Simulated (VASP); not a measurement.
Computed with PBEsol GGA with spin-orbit coupling, VASP's PBE PAW potentials (set 64) (plane waves; VASP 6.6.1).

VASP ran on this input.

File KPOINTS_OPT:
```
k-points along high-symmetry lines
8
Line-mode
Reciprocal
  0.000000   0.000000   0.000000 ! GAMMA
  0.500000   0.000000   0.500000 ! X

  0.500000   0.000000   0.500000 ! X
  0.625000   0.250000   0.625000 ! U

  0.375000   0.375000   0.750000 ! K
  0.000000   0.000000   0.000000 ! GAMMA

  0.000000   0.000000   0.000000 ! GAMMA
  0.500000   0.500000   0.500000 ! L

  0.500000   0.500000   0.500000 ! L
  0.500000   0.250000   0.750000 ! W

  0.500000   0.250000   0.750000 ! W
  0.500000   0.000000   0.500000 ! X
```

### INCAR
```
SYSTEM = CoSi2
PREC = Accurate; ENCUT = 400; LREAL = F
LASPH = T
EDIFF = 1E-6; NELM = 100; ALGO = Normal
LMAXMIX = 4
ISMEAR = 0; SIGMA = 0.05
GGA = PS; GGA_COMPAT = F
MAGMOM = 9*0; LSORBIT = T
LWAVE = F; LCHARG = F
```

File POSCAR:
```
CoSi2
1
    0.0000000000     2.6551858848     2.6551858848
    2.6551858848     0.0000000000     2.6551858848
    2.6551858848     2.6551858848     0.0000000000
Co Si
1 2
Direct
  0.0000000000   0.0000000000   0.0000000000
  0.2500000000   0.2500000000   0.2500000000
  0.7500000000   0.7500000000   0.7500000000
```

**KPOINTS**
```
Automatic mesh
0
Gamma
11 11 11
0 0 0
```

POTCAR, in this order: Co Si (PBE.64 set). Program: vasp_ncl.

The resulting files:

OUTCAR:
```
 ion  position               nearest neighbor table
   1  0.000  0.000  0.000-   3 2.30   3 2.30   3 2.30   2 2.30   3 2.30   2 2.30   2 2.30   2 2.30
  LATTYP: Found a face centered cubic cell.
 ALAT       =     5.3103717696
 Subroutine PRICEL returns:
 Original cell was already a primitive cell.
 Subroutine GETGRP returns: Found 48 space group operations
The static configuration has the point symmetry O_h .
The dynamic configuration has the point symmetry O_h .
The overall configuration has the point symmetry O_h .
 Subroutine INISYM returns: Found 48 space group operations
 Subroutine IBZKPT returns following result:
 Found     56 irreducible k-points:

 Following reciprocal coordinates:
            Coordinates               Weight
  0.000000  0.000000  0.000000      1.000000
  0.090909  0.000000  0.000000      8.000000
  0.181818  0.000000  0.000000      8.000000
  0.272727  0.000000  0.000000      8.000000
  0.363636  0.000000  0.000000      8.000000
  0.454545  0.000000  0.000000      8.000000
  0.090909  0.090909  0.000000      6.000000
  0.181818  0.090909  0.000000     24.000000
  0.272727  0.090909  0.000000     24.000000
  0.363636  0.090909  0.000000     24.000000
  0.454545  0.090909  0.000000     24.000000
 -0.454545  0.090909  0.000000     24.000000
 -0.363636  0.090909  0.000000     24.000000
 -0.272727  0.090909  0.000000     24.000000
 -0.181818  0.090909  0.000000     24.000000
 -0.090909  0.090909  0.000000     12.000000
  0.181818  0.181818  0.000000      6.000000
  0.272727  0.181818  0.000000     24.000000
  0.363636  0.181818  0.000000     24.000000
  0.454545  0.181818  0.000000     24.000000
 -0.454545  0.181818  0.000000     24.000000
 -0.363636  0.181818  0.000000     24.000000
 -0.272727  0.181818  0.000000     24.000000
 -0.181818  0.181818  0.000000     12.000000
...
```

OSZICAR:
```
       N       E                     dE             d eps       ncg     rms          rms(c)
DAV:   1     0.816063068803E+02    0.81606E+02   -0.59815E+03  2688   0.116E+03
DAV:   2    -0.166848325449E+02   -0.98291E+02   -0.92954E+02  2688   0.277E+02
DAV:   3    -0.224441178785E+02   -0.57593E+01   -0.55430E+01  3632   0.769E+01
DAV:   4    -0.226157444099E+02   -0.17163E+00   -0.17132E+00  3240   0.135E+01
DAV:   5    -0.226230909031E+02   -0.73465E-02   -0.73446E-02  3880   0.262E+00    0.155E+01
DAV:   6    -0.261330251830E+02   -0.35099E+01   -0.40185E+01  3456   0.142E+02    0.178E+01
DAV:   7    -0.209519987634E+02    0.51810E+01   -0.16638E+01  3384   0.113E+02    0.422E+00
DAV:   8    -0.210512058687E+02   -0.99207E-01   -0.20217E+00  3320   0.115E+01    0.230E+00
DAV:   9    -0.209939156178E+02    0.57290E-01   -0.16002E-01  3624   0.876E+00    0.661E-01
DAV:  10    -0.209927017263E+02    0.12139E-02   -0.10084E-02  3224   0.858E-01    0.255E-01
DAV:  11    -0.209927406469E+02   -0.38921E-04   -0.45462E-04  4112   0.303E-01    0.833E-02
DAV:  12    -0.209927288701E+02    0.11777E-04   -0.14490E-05  3168   0.333E-02    0.422E-02
DAV:  13    -0.209927274692E+02    0.14008E-05   -0.48941E-05  3872   0.123E-01    0.112E-02
DAV:  14    -0.209927268647E+02    0.60458E-06   -0.38259E-06  3488   0.361E-02
   1 F= -.20992727E+02 E0= -.20992283E+02  d E =-.887718E-03  mag=     0.0000     0.0000     0.0000
       N       E                     dE             ncg
```

**OUTCAR**
```
------------------------ aborting loop because EDIFF is reached ----------------------------------------
  FORCE on cell =-STRESS in cart. coord.  units (eV):
  Direction    XX          YY          ZZ          XY          YZ          ZX
  --------------------------------------------------------------------------------------
  Total        0.0082944      0.0082944      0.0082944     -0.0000000      0.0000000      0.0000000
  in kB        0.3549598      0.3549598      0.3549598     -0.0000000      0.0000000      0.0000000
  external PRESSURE =       0.3549598 kB  Pullay stress =       0.0000000 kB
  volume of cell :       37.44
      direct lattice vectors                 reciprocal lattice vectors
     0.000000000  2.655185885  2.655185885    -0.188310733  0.188310733  0.188310733
     2.655185885  0.000000000  2.655185885     0.188310733 -0.188310733  0.188310733
     2.655185885  2.655185885  0.000000000     0.188310733  0.188310733 -0.188310733
 POSITION                                       TOTAL-FORCE (eV/Angst)
 -----------------------------------------------------------------------------------
      0.00000      0.00000      0.00000        -0.000000     -0.000000     -0.000000
      1.32759      1.32759      1.32759         0.000000      0.000000      0.000000
      3.98278      3.98278      3.98278        -0.000000     -0.000000     -0.000000
 -----------------------------------------------------------------------------------
    total drift:                               -0.000000     -0.000000     -0.000000
  FREE ENERGIE OF THE ION-ELECTRON SYSTEM (eV)
  ---------------------------------------------------
  free  energy   TOTEN  =       -20.9927268647 eV

  energy  without entropy=      -20.9918391465  energy(sigma->0) =      -20.99228301

 Ion:    1  E_soc:     -0.0131038

 Ion:    2  E_soc:     -0.0003685

 Ion:    3  E_soc:     -0.0003685
```
(Selected blocks of OUTCAR.)

OUTCAR:
```
 val. band max:       10.3304044014   @ k =  -0.2727   0.2727   0.0000

 cond. band min:      10.3699349340   @ k =   0.3636   0.1818   0.0000


 Fermi energy:        10.3408693166

 k-point     1 :       0.0000    0.0000    0.0000
  band No.  band energies     occupation
      1      -2.9737      1.00000
      2      -2.9737      1.00000
      3       6.1360      1.00000
      4       6.1360      1.00000
      5       6.1360      1.00000
      6       6.1360      1.00000
      7       6.1663      1.00000
      8       6.1663      1.00000
      9       8.3528      1.00000
     10       8.3528      1.00000
     11       8.3528      1.00000
     12       8.3528      1.00000
     13      11.3919      0.00000
     14      11.3919      0.00000
     15      13.6899      0.00000
     16      13.6899      0.00000
     17      13.8251      0.00000
     18      13.8251      0.00000
     19      13.8251      0.00000
     20      13.8251      0.00000
     21      13.8624      0.00000
     22      13.8624      0.00000
     23      13.8629      0.00000
     24      13.8675      0.00000

 k-point     2 :       0.0909    0.0000    0.0000
  band No.  band energies     occupation
      1      -2.8456      1.00000
      2      -2.8456      1.00000
      3       5.8486      1.00000
      4       5.8486      1.00000
      5       6.1799      1.00000
      6       6.1799      1.00000
      7       6.2031      1.00000
      8       6.2031      1.00000
      9       8.3111      1.00000
     10       8.3111      1.00000
     11       8.3166      1.00000
     12       8.3166      1.00000
     13      11.3900      0.00000
     14      11.3900      0.00000
     15      12.3319      0.00000
     16      12.3319      0.00000
     17      12.9824      0.00000
     18      12.9824      0.00000
     19      13.0167      0.00000
     20      13.0167      0.00000
     21      14.6833      0.00000
     22      14.6833      0.00000
     23      14.7095      0.00000
     24      14.7095      0.00000
...
```

The compound is CoSi2 in the fluorite structure. It was relaxed first.
